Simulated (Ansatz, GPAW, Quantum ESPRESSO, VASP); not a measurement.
**Code comparison for Hf2Ni (I4/mcm, 6 atoms in the cell)**

Self-consistent single point.

```
Hf2Ni
1.0
   -3.17787     3.17787     2.61804
    3.17787    -3.17787     2.61804
    3.17787     3.17787    -2.61804
Hf Ni
4 2
Cartesian
  1.05257   2.12530   2.61804
  2.12530   1.05257   0.00000
  1.05257   4.23044   0.00000
  2.12530  -1.05257   2.61804
  0.00000   0.00000   3.92706
  0.00000   0.00000   1.30902
```

Shared settings, as Ansatz (a program for electronic structure) writes them: kpoints.mp_grid.grid = 6 6 6; scf.occupations.method = fermi_dirac; scf.occupations.width = 0.0073 Ry. Potentials and cutoffs stand in the table.

| code | model | pressure (GPa) | largest force (eV/Å) | cutoff |
|---|---|---|---|---|
| Quantum ESPRESSO | LDA (PZ), PSlibrary ultrasoft (LDA) pseudopotentials | -8.76 | 0.013 | 55 Ry |
| VASP | LDA (PZ), VASP's LDA PAW potentials (set 64) | -7.81 | 0.045 | 300 eV |
| GPAW | LDA (Perdew-Wang 92), GPAW PAW datasets LDA (gpaw-data 1.0.1) | -6.85 | 0.047 | 850 eV |
| Ansatz | LDA (PW92), PAW files made with PBE | -7.29 | 0.051 | default |

On Ansatz's run: spin-orbit coupling is off. Spin polarisation is off.

The spread over the programs that give each value: pressure within 1.91 GPa; largest force within 0.038 eV/Å.

Ansatz's pressure is given at a fixed set of plane waves, as the other plane-wave codes print theirs; with its correction for the finite basis it is -7.24 GPa. The same LDA comes in different parametrisations, which differ slightly. In the pressure, Quantum ESPRESSO (by 1.21) lies more than 1 GPa from the median of the plane-wave programs.

VASP's run is marked for a possible Pulay error in its stress at this cutoff; no cutoff test was made.

The starting cell comes from a database of computed structures (which also holds hypothetical and non-ambient phases and stackings), without a prior relaxation at this level.

Left out of this page: CP2K and SIESTA (not drawn, or without a comparable value).

Keys are those of Ansatz 0.2.
